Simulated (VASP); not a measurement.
Computed with r2SCAN meta-GGA, VASP's PBE PAW potentials (set 64) (plane waves; VASP).

VASP ran on this input.

**INCAR**
```
! general
SYSTEM   =  Rh(210) slab
PREC     =  Normal
ENCUT    =  400   ! plane-wave cut-off (eV)
LREAL    =  F
LASPH    =  T   ! aspherical one-centre terms

! electronic loop
EDIFF    =  1E-6
NELM     =  100   ! most electronic steps
NELMIN   =  4
ALGO     =  Normal   ! blocked Davidson
LMAXMIX  =  4
LMIXTAU  =  T

! smearing
ISMEAR   =  1
SIGMA    =  0.1

! functional
METAGGA  =  R2SCAN

! output
LWAVE    =  F
LCHARG   =  F
LORBIT   =  11   ! lm-projected
LVHAR    =  T

! other
LDIPOL   =  T
IDIPOL   =  3
DIPOL    =  0.5 0.5 0.5
```

File KPOINTS:
```
Regular mesh
0
gamma
 8 8 1
```

POSCAR:
```
Rh(210) slab
1
    4.6600195716     0.0000000000     0.0000000000
    3.1066793806     3.4733736179     0.0000000000
    0.0000000000     0.0000000000    25.2288915427
Rh
12
Direct
  0.3505015037   0.3505015037   0.3203276864
  0.6507685626   0.6507685626   0.3507527270
  0.9525597705   0.9525597705   0.3796613903
  0.2478766748   0.2478766748   0.4166371605
  0.5465358038   0.5465358038   0.4501717967
  0.8492573472   0.8492573472   0.4826784625
  0.1507426528   0.1507426528   0.5173215375
  0.4534641962   0.4534641962   0.5498282033
  0.7521233252   0.7521233252   0.5833628395
  0.0474402295   0.0474402295   0.6203386097
  0.3492314374   0.3492314374   0.6492472730
  0.6494984963   0.6494984963   0.6796723136
```

POTCAR, in this order: Rh_pv (PBE.64 set). Program: vasp_std. Read from the step before: WAVECAR.

The run wrote:

### OSZICAR
```
       N       E                     dE             d eps       ncg     rms          rms(c)
DAV:   1    -0.284110172769E+03   -0.28411E+03   -0.62416E-05  4392   0.482E-02    0.462E-02
DAV:   2    -0.284111134035E+03   -0.96127E-03   -0.22206E-03  5000   0.323E-01    0.331E-01
DAV:   3    -0.284110139737E+03    0.99430E-03   -0.16272E-03  4984   0.280E-01    0.151E-02
DAV:   4    -0.284110156652E+03   -0.16915E-04   -0.36663E-05  4136   0.336E-02    0.722E-03
DAV:   5    -0.284110155161E+03    0.14917E-05   -0.49018E-06  3824   0.152E-02    0.297E-03
DAV:   6    -0.284110151851E+03    0.33092E-05   -0.16367E-06  3096   0.854E-03    0.251E-03
DAV:   7    -0.284110145986E+03    0.58655E-05   -0.13304E-06  3088   0.740E-03    0.272E-03
DAV:   8    -0.284110147759E+03   -0.17728E-05   -0.12181E-06  2960   0.670E-03    0.133E-03
DAV:   9    -0.284110147816E+03   -0.57778E-07   -0.45487E-07  2696   0.442E-03
   1 F= -.28411015E+03 E0= -.28411172E+03  d E =0.472220E-02
```

**OUTCAR**
```
------------------------ aborting loop because EDIFF is reached ----------------------------------------
  FORCE on cell =-STRESS in cart. coord.  units (eV):
  Direction    XX          YY          ZZ          XY          YZ          ZX
  --------------------------------------------------------------------------------------
  Total       -6.5234128     -5.7139903     -1.4097667     -0.4524806     -0.0951879     -0.2128401
  in kB      -25.5945813    -22.4188159     -5.5312135     -1.7753057     -0.3734692     -0.8350771
  external PRESSURE =     -17.8482036 kB  Pullay stress =       0.0000000 kB
  volume of cell :      408.35
      direct lattice vectors                 reciprocal lattice vectors
     4.660019572  0.000000000  0.000000000     0.214591373 -0.191936333  0.000000000
     3.106679381  3.473373618  0.000000000     0.000000000  0.287904530  0.000000000
     0.000000000  0.000000000 25.228891543     0.000000000  0.000000000  0.039637096
 POSITION                                       TOTAL-FORCE (eV/Angst)
 -----------------------------------------------------------------------------------
      2.72224      1.21742      8.08151         0.018889      0.008447      0.007847
      5.05432      2.26036      8.84910        -0.008067     -0.003608     -0.016583
      7.39824      3.30860      9.57844         0.003152      0.001410      0.026562
      1.92518      0.86097     10.51129         0.020821      0.009312      0.001222
      4.24478      1.89832     11.35734        -0.001439     -0.000644      0.010536
      6.59593      2.94979     12.17744         0.001322      0.000591      0.014779
      1.17077      0.52359     13.05145        -0.001322     -0.000591     -0.014779
      3.52192      1.57505     13.87156         0.001439      0.000644     -0.010536
      5.84152      2.61241     14.71760        -0.020821     -0.009312     -0.001222
      0.36845      0.16478     15.65046        -0.003152     -0.001410     -0.026562
      2.71238      1.21301     16.37979         0.008067      0.003608      0.016583
      5.04446      2.25595     17.14738        -0.018889     -0.008447     -0.007847
 -----------------------------------------------------------------------------------
    total drift:                                0.000000      0.000000     -0.000000
  FREE ENERGIE OF THE ION-ELECTRON SYSTEM (eV)
  ---------------------------------------------------
  free  energy   TOTEN  =      -284.1101478164 eV

  energy  without entropy=     -284.1148700193  energy(sigma->0) =     -284.11172188

 total charge

# of ion       s       p       d       tot
------------------------------------------
    1        0.383   6.142   7.210  13.735
    2        0.417   6.237   7.105  13.759
    3        0.428   6.280   7.096  13.805
    4        0.429   6.305   7.090  13.824
    5        0.426   6.299   7.095  13.820
    6        0.426   6.297   7.098  13.821
    7        0.426   6.297   7.098  13.821
    8        0.426   6.299   7.095  13.820
    9        0.429   6.305   7.090  13.824
   10        0.428   6.280   7.096  13.805
   11        0.417   6.237   7.105  13.759
   12        0.383   6.142   7.210  13.735
--------------------------------------------------
tot          5.017  75.121  85.389 165.527
```
(Selected blocks of OUTCAR.)

File OUTCAR:
```
 val. band max:        1.9976387810   @ k =   0.2500   0.2500   0.0000

 cond. band min:       2.0092872400   @ k =   0.5000   0.0000   0.0000


 Fermi energy:         2.0038061359

 k-point     1 :       0.0000    0.0000    0.0000
  band No.  band energies     occupation
      1     -46.4916      2.00000
      2     -46.4013      2.00000
      3     -46.3610      2.00000
      4     -46.3352      2.00000
      5     -46.3149      2.00000
      6     -46.3043      2.00000
      7     -46.2908      2.00000
      8     -46.2512      2.00000
      9     -46.2457      2.00000
     10     -46.2322      2.00000
     11     -46.1845      2.00000
     12     -46.1039      2.00000
     13     -46.0854      2.00000
     14     -46.0801      2.00000
     15     -46.0569      2.00000
     16     -46.0512      2.00000
     17     -46.0461      2.00000
     18     -46.0111      2.00000
     19     -45.9928      2.00000
     20     -45.9510      2.00000
     21     -45.8834      2.00000
     22     -45.8805      2.00000
     23     -45.8608      2.00000
     24     -45.8144      2.00000
     25     -45.7803      2.00000
     26     -45.7672      2.00000
     27     -45.7391      2.00000
     28     -45.7352      2.00000
     29     -45.6360      2.00000
     30     -45.6216      2.00000
     31     -45.3532      2.00000
     32     -45.3532      2.00000
     33     -45.3284      2.00000
     34     -45.3270      2.00000
     35     -45.2621      2.00000
     36     -45.2618      2.00000
     37      -5.7522      2.00000
     38      -4.6441      2.00000
     39      -4.2662      2.00000
     40      -3.9138      2.00000
     41      -3.5567      2.00000
     42      -3.3367      2.00000
     43      -3.1698      2.00000
     44      -3.1363      2.00000
     45      -3.1031      2.00000
     46      -2.9532      2.00000
     47      -2.8338      2.00000
     48      -2.6208      2.00000
     49      -2.5923      2.00000
     50      -2.5690      2.00000
     51      -2.4266      2.00000
...
```

The cell is a thin slab with vacuum, built from Rh (fcc): (210) face.
